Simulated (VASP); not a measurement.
Data:

```xyz
2
Lattice="0.0000 3.5941 3.5941 3.5941 0.0000 3.5941 3.5941 3.5941 0.0000" Properties=species:S:1:pos:R:3 pbc="T T T"
K      0.0000     0.0000     0.0000
I      3.5941     3.5941     3.5941
```

Method: PBE GGA, VASP's PBE PAW potentials (set 64) (plane waves; VASP 6.6.1). Settings: PREC = Normal, EDIFF = 1E-5, 400 eV cut-off, 7×7×7 Γ-centred mesh, Gaussian smearing of 0.050 eV, potentials K_sv I.

Unless said otherwise, spin-orbit coupling is left out, though it shifts the bands of the heavy elements here.

Problem. What does the run give for the energy per atom (σ→0), band gap (on the k-mesh) with the smallest direct gap where there is one?

Solution. 
- band gap (on the k-mesh): 3.85 eV
- smallest direct gap (on the k-mesh): 3.85 eV
- energy per atom (σ→0): -2.783 eV/atom

The compound is KI in the rock salt structure. It was relaxed first, which changed the volume by +5 %.
